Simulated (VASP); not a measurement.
# Ca3CrO (Pm-3m) in VASP: single point with HSE06

Aim: the single point of Ca3CrO with HSE06.

Program: VASP 6.6.1. These are calculated values, not measurements. Logs are shortened: lines on timing, memory, paths and dates and some standing lists are left out, and cuts for length are marked.

### Step 1. The structure

It takes space group Pm-3m (No. 221, cubic). Conventional cell: a = 4.739 Å, b = 4.739 Å, c = 4.739 Å, α = 90.00°, β = 90.00°, γ = 90.00°. Around Ca (site symmetry 4/mmm) lie 2 O at 2.37 Å. O (site symmetry m-3m) is surrounded by 6 Ca at 2.37 Å. Cr (site symmetry m-3m) is surrounded by 12 Ca at 3.35 Å.

The cell was built by a generator and needn't be a form met in nature.

### Step 2. Single point, HSE06, collinear spin, typed start

The input, POSCAR:

```
Ca3CrO
1.0
    4.7392934100      0.0000000000      0.0000000000
    0.0000000000      4.7392934100      0.0000000000
    0.0000000000      0.0000000000      4.7392934100
Ca O Cr
3 1 1
Direct
    0.0000000000      0.5000000000      0.5000000000
    0.5000000000      0.0000000000      0.5000000000
    0.5000000000      0.5000000000      0.0000000000
    0.5000000000      0.5000000000      0.5000000000
    0.0000000000      0.0000000000      0.0000000000
```

The input, INCAR.step1:

```
PREC = Accurate
ENCUT = 520
EDIFF = 1E-5
ISMEAR = 0
SIGMA = 0.181
LREAL = F
LASPH = T
NELM = 150
ALGO = Normal
ISIF = 2
LWAVE = T
LCHARG = F
ISPIN = 2
MAGMOM = 0 0 0 0 4.45
LORBIT = 11
LMAXMIX = 4
NBANDS = 36
GGA = PE
```

The input, INCAR.step2:

```
PREC = Accurate
ENCUT = 520
EDIFF = 1E-6
ISMEAR = 0
SIGMA = 0.181
LREAL = F
LASPH = T
NELM = 150
ALGO = Normal
ISIF = 2
LWAVE = F
LCHARG = F
ISPIN = 2
MAGMOM = 0 0 0 0 4.45
LORBIT = 11
LMAXMIX = 4
GGA = PE
LHFCALC = T
HFSCREEN = 0.2079
PRECFOCK = Fast
NBANDS = 36
ISTART = 1
```

The input, KPOINTS:

```
Automatic mesh
0
Gamma
  2 2 2
```

Potentials or basis: VASP PAW PBE potentials, release 64 (Ca_sv, O, Cr_pv).

Command:

```console
$ cat potpaw_PBE.64/Ca_sv/POTCAR potpaw_PBE.64/O/POTCAR potpaw_PBE.64/Cr_pv/POTCAR > POTCAR
$ cp INCAR.step1 INCAR
$ mpirun -np 1 vasp_std > vasp.out
$ cp INCAR.step2 INCAR
$ mpirun -np 1 vasp_std > vasp.out
```

OUTCAR:

```text
PREC = Accurate
   ENCUT = 520
   EDIFF = 1E-6
   ISMEAR = 0
   LREAL = F
   LASPH = T
   NELM = 150
   ISIF = 2
   ISPIN = 2
   LORBIT = 11
   GGA = PE
   LHFCALC = T
   HFSCREEN = 0.2079
   PRECFOCK = Fast
   ISTART = 1

 ion  position               nearest neighbor table
   1  0.000  0.500  0.500-   4 2.37   4 2.37
   2  0.500  0.000  0.500-   4 2.37   4 2.37
   3  0.500  0.500  0.000-   4 2.37   4 2.37
   4  0.500  0.500  0.500-   1 2.37   2 2.37   3 2.37   3 2.37   2 2.37   1 2.37
   5  0.000  0.000  0.000-

  LATTYP: Found a simple cubic cell.
 ALAT       =     4.7392934100

  Lattice vectors:

 A1 = (   4.7392934100,   0.0000000000,   0.0000000000)
 A2 = (   0.0000000000,   4.7392934100,   0.0000000000)
 A3 = (   0.0000000000,   0.0000000000,   4.7392934100)

Analysis of symmetry for initial positions (statically):
=====================================================================
 Subroutine PRICEL returns:
 Original cell was already a primitive cell.

 Routine SETGRP: Setting up the symmetry group for a
 simple cubic supercell.

 Subroutine GETGRP returns: Found 48 space group operations
 (whereof 48 operations were pure point group operations)
 out of a pool of 48 trial point group operations.

The static configuration has the point symmetry O_h .

Analysis of symmetry for dynamics (positions and initial velocities):
=====================================================================
 Subroutine PRICEL returns:
 Original cell was already a primitive cell.

 Routine SETGRP: Setting up the symmetry group for a
 simple cubic supercell.

 Subroutine GETGRP returns: Found 48 space group operations
 (whereof 48 operations were pure point group operations)
 out of a pool of 48 trial point group operations.

The dynamic configuration has the point symmetry O_h .

Analysis of structural, dynamic, and magnetic symmetry:
=====================================================================
 Subroutine PRICEL returns:
 Original cell was already a primitive cell.

 Routine SETGRP: Setting up the symmetry group for a
 simple cubic supercell.

 Subroutine GETGRP returns: Found 48 space group operations
 (whereof 48 operations were pure point group operations)
 out of a pool of 48 trial point group operations.

The overall configuration has the point symmetry O_h .

 Subroutine INISYM returns: Found 48 space group operations
 (whereof 48 operations are pure point group operations),
 and found     1 'primitive' translations

----------------------------------------------------------------------------------------

                                     Primitive cell

  volume of cell :     106.4488

  direct lattice vectors                    reciprocal lattice vectors
     4.739293410  0.000000000  0.000000000     0.211001918  0.000000000  0.000000000
     0.000000000  4.739293410  0.000000000     0.000000000  0.211001918  0.000000000
     0.000000000  0.000000000  4.739293410     0.000000000  0.000000000  0.211001918

  length of vectors
     4.739293410  4.739293410  4.739293410     0.211001918  0.211001918  0.211001918

  position of ions in fractional coordinates (direct lattice)
     0.000000000  0.500000000  0.500000000
     0.500000000  0.000000000  0.500000000
     0.500000000  0.500000000  0.000000000
     0.500000000  0.500000000  0.500000000
     0.000000000  0.000000000  0.000000000

  ion indices of the primitive-cell ions
   primitive index   ion index
                 1           1
                 2           2
                 3           3
                 4           4
                 5           5

----------------------------------------------------------------------------------------

 KPOINTS: Automatic mesh

Automatic generation of k-mesh.
 Grid dimensions read from file:
 generate k-points for:    2    2    2

 Generating k-lattice:
[... 22 lines left out ...]
  0.500000  0.500000  0.500000      1.000000
   k-points           NKPTS =      4   k-points in BZ     NKDIM =      8   number of bands    NBANDS=     36
   number of dos      NEDOS =    301   number of ions     NIONS =      5
   total plane-waves  NPLWV =  46656
   dimension x,y,z NGX =    36 NGY =   36 NGZ =   36
   dimension x,y,z NGXF=    72 NGYF=   72 NGZF=   72
   ions per type =               3   1   1
   NGX,Y,Z   is equivalent  to a cutoff of  12.63, 12.63, 12.63 a.u.
   NGXF,Y,Z  is equivalent  to a cutoff of  25.26, 25.26, 25.26 a.u.
 SYSTEM =  unknown system
   PREC   = accura    normal or accurate (medium, high low for compatibility)
   ISTART =      1    job   : 0-new  1-cont  2-samecut
   ICHARG =      0    charge: 1-file 2-atom 10-const
   ISPIN  =      2    spin polarized calculation?
   LNONCOLLINEAR =      F non collinear calculations
   LSORBIT =      F    spin-orbit coupling
   LASPH  =      T    aspherical Exc in radial PAW
   ENCUT  =  520.0 eV  38.22 Ry    6.18 a.u.   8.81  8.81  8.81*2*pi/ulx,y,z
   NELM   =    150;   NELMIN=  2; NELMDL=  0     # of ELM steps
   EDIFF  = 0.1E-05   stopping-criterion for ELM
   LREAL  =      F    real-space projection
   EDIFFG = 0.1E-04   stopping-criterion for IOM
   NSW    =      0    number of steps for IOM
   IBRION =     -1    ionic relax: 0-MD 1-quasi-New 2-CG
   NFREE  =      0    steps in history (QN), initial steepest desc. (CG)
   ISIF   =      2    stress and relaxation
   ISYM   =      3    0-nonsym 1-usesym 2-fastsym
   POTIM  = 0.5000    time-step for ionic-motion
   TEBEG  =    0.0;   TEEND  =   0.0 temperature during run
   PSTRESS=    0.0 pullay stress
   NELECT =      48.0000    total number of electrons
   NUPDOWN=      -1.0000    fix difference up-down
   EMIN   =  10.00;   EMAX   =-10.00  energy-range for DOS
   EFERMI =   0.00;   METHOD = LEGACY
   ISMEAR =     0;   SIGMA  =   0.18  broadening in eV -4-tet -1-fermi 0-gaus
   EFERMI_NEDOS =   21; number of points for ismear=-14 and -15
   IALGO  =     38    algorithm
   IMIX   =      1    mixing-type and parameters
     AMIX     =   0.40;   BMIX     =  1.00
     AMIX_MAG =   1.60;   BMIX_MAG =  1.00
  volume/ion in A,a.u.               =      21.29       143.67
  Fermi-wavevector in a.u.,A,eV,Ry     =   1.255379  2.372323 21.442473  1.575977
  Thomas-Fermi vector in A             =   2.389139
   LORBIT       =     11    0 simple, 1 ext, 2 COOP (PROOUT), +10 PAW based schemes
   GGA     = PE    functional components
   LHFCALC =     T    Hartree Fock is set to
   PRECFOCK=fast      Normal, Fast or Accurate (Low or Medium for compatibility)
   ENCUT4O =  -1.0   cutoff for four orbital integrals eV
   NKREDX  =     1    reduce k-point grid by
   NKREDY  =     1    reduce k-point grid by
   NKREDZ  =     1    reduce k-point grid by
   AEXX    =    0.2500 exact exchange contribution
   HFSCREEN=    0.2079 screening length (either q_TF or 0.3 A-1)
   HFSCREENC=   0.2079 screening length for correlation (either q_TF or 0.3 A-1)
   ENCUTFOCK=  -1.0 apply spherical cutoff to Coloumb kernel
   IVDW    =     0    specifies the selected vdW correction
   LEPSILON=     F    determine dielectric tensor
   LRPA    =     F    only Hartree local field effects (RPA)
 spin polarized calculation
 Gauss-broadening in eV      SIGMA  =   0.18
  energy-cutoff  :      520.00
  volume of cell :      106.45
 maximum number of plane-waves:      2897
 NGX is ok and might be reduce to    36
  NGX = 20; NGY = 20; NGZ = 20

 number of electron      48.0000007 magnetization       5.0010030

 Free energy of the ion-electron system (eV)
  ---------------------------------------------------
  ext. energy  EPLUGINS =         0.00000000
  ---------------------------------------------------
  free energy    TOTEN  =       -30.57953465 eV

  energy without entropy =      -30.56185510  energy(sigma->0) =      -30.57069488

 E-fermi :   4.8610     XC(G=0):  -7.9894

 val. band max:        4.0898752343   @ k =   0.5000   0.5000   0.5000
 cond. band min:       4.9166495179   @ k =   0.5000   0.5000   0.5000
 fundamental gap:      0.8267742837
 Fermi energy:         4.8610228117

 spin component 1

 k-point     1 :       0.0000    0.0000    0.0000
  band No.  band energies     occupation
      1     -43.0451      1.00000
      2     -43.0451      1.00000
      3     -43.0451      1.00000
      4     -40.3351      1.00000
      5     -40.2243      1.00000
      6     -40.2243      1.00000
[... 145 lines left out ...]
     35      10.2158      0.00000
     36      10.2158      0.00000
 Fermi energy:         4.8610228117

 spin component 2

 k-point     1 :       0.0000    0.0000    0.0000
  band No.  band energies     occupation
      1     -40.3261      1.00000
      2     -40.2150      1.00000
      3     -40.2149      1.00000
      4     -37.6115      1.00000
      5     -37.6115      1.00000
      6     -37.6115      1.00000
[... 145 lines left out ...]
     35      11.0930      0.00000
     36      11.0930      0.00000

------------------------ aborting loop because EDIFF is reached ----------------------------------------

  FORCE on cell =-STRESS in cart. coord.  units (eV):
  Direction    XX          YY          ZZ          XY          YZ          ZX
  --------------------------------------------------------------------------------------
  -------------------------------------------------------------------------------------
  Total        4.3956603      4.3956603      4.3956603      0.0000000      0.0000000     -0.0000000
  in kB       66.1597595     66.1597595     66.1597595      0.0000000      0.0000000     -0.0000000
  external PRESSURE =      66.1597595 kB  Pullay stress =       0.0000000 kB

 VOLUME and BASIS-vectors are now :
 -----------------------------------------------------------------------------
  energy-cutoff  :      520.00
  volume of cell :      106.45
      direct lattice vectors                 reciprocal lattice vectors
     4.739293410  0.000000000  0.000000000     0.211001918  0.000000000  0.000000000
     0.000000000  4.739293410  0.000000000     0.000000000  0.211001918  0.000000000
     0.000000000  0.000000000  4.739293410     0.000000000  0.000000000  0.211001918

 POSITION                                       TOTAL-FORCE (eV/Angst)
 -----------------------------------------------------------------------------------
      0.00000      2.36965      2.36965         0.000000      0.000000      0.000000
      2.36965      0.00000      2.36965         0.000000      0.000000      0.000000
      2.36965      2.36965      0.00000         0.000000      0.000000      0.000000
      2.36965      2.36965      2.36965         0.000000      0.000000      0.000000
      0.00000      0.00000      0.00000         0.000000      0.000000      0.000000
 -----------------------------------------------------------------------------------
    total drift:                               -0.000011     -0.000012     -0.000012

  FREE ENERGIE OF THE ION-ELECTRON SYSTEM (eV)
  ---------------------------------------------------
  free  energy   TOTEN  =       -30.5795346533 eV

  energy  without entropy=      -30.5618551034  energy(sigma->0) =      -30.57069488

 total charge

# of ion       s       p       d       tot
------------------------------------------
    1        2.065   5.873   0.220   8.158
    2        2.065   5.873   0.220   8.158
    3        2.065   5.873   0.220   8.158
    4        1.557   3.503   0.000   5.060
    5        0.367   6.141   4.092  10.601
--------------------------------------------------
tot          8.119  27.263   4.753  40.135

 magnetization (x)

# of ion       s       p       d       tot
------------------------------------------
    1       -0.002   0.011  -0.006   0.003
    2       -0.002   0.011  -0.006   0.003
    3       -0.002   0.011  -0.006   0.003
    4        0.001   0.013   0.000   0.014
    5        0.056   0.051   4.027   4.134
--------------------------------------------------
tot          0.050   0.097   4.009   4.155
```

Wall time 6.7 min (1 thread of Intel Xeon Platinum 8559C (Emerald Rapids), shared host); peak memory 0.36 GiB.

What came out:

```
Free energy                                           : -30.5795 eV
Pressure                                              : 6.6 GPa
Band gap on the k mesh                                : none (metal or under the smearing width)
Net moment                                            : 5.00 μB per cell
Site moments                                          : Ca +0.00; O +0.01; Cr +4.13 μB
Valence electrons inside the program's atomic spheres : Ca 8.16; O 5.06; Cr 10.60
```

Levels at points of the mesh, in eV from the Fermi level:
Spin up:
| k point | band 24 | band 25 | band 26 | band 27 | band 28 | band 29 |
| --- | --- | --- | --- | --- | --- | --- |
| (0.00, 0.00, 0.00) | -2.95 | -2.95 | 1.41 | 1.41 | 1.62 | 1.62 |
| (0.50, 0.00, 0.00) | -2.74 | -2.74 | -2.46 | 0.45 | 0.45 | 1.66 |
| (0.50, 0.50, 0.00) | -2.66 | -2.52 | -1.84 | -1.84 | 0.48 | 2.81 |
| (0.50, 0.50, 0.50) | -2.59 | -2.59 | -0.77 | -0.77 | -0.77 | 2.28 |
Spin down:
| k point | band 18 | band 19 | band 20 | band 21 | band 22 | band 23 | band 24 | band 25 |
| --- | --- | --- | --- | --- | --- | --- | --- | --- |
| (0.00, 0.00, 0.00) | -5.49 | -5.49 | -5.21 | -0.81 | -0.81 | 0.86 | 0.86 | 0.86 |
| (0.50, 0.00, 0.00) | -5.62 | -5.62 | -3.33 | -2.58 | 0.40 | 1.07 | 1.07 | 1.72 |
| (0.50, 0.50, 0.00) | -6.73 | -5.75 | -2.22 | -1.27 | -1.27 | 0.99 | 1.22 | 1.97 |
| (0.50, 0.50, 0.50) | -6.85 | -6.85 | -1.95 | 0.06 | 0.06 | 0.06 | 0.71 | 0.71 |

Caveat: the k mesh is coarse (spacing up to 0.66 Å⁻¹), so the values aren't converged, least of all with exact exchange; the PAW data sets were made with another functional, which shifts forces and pressure a little; a cell with one magnetic atom can't hold antiferromagnetic order, which such compounds often take.
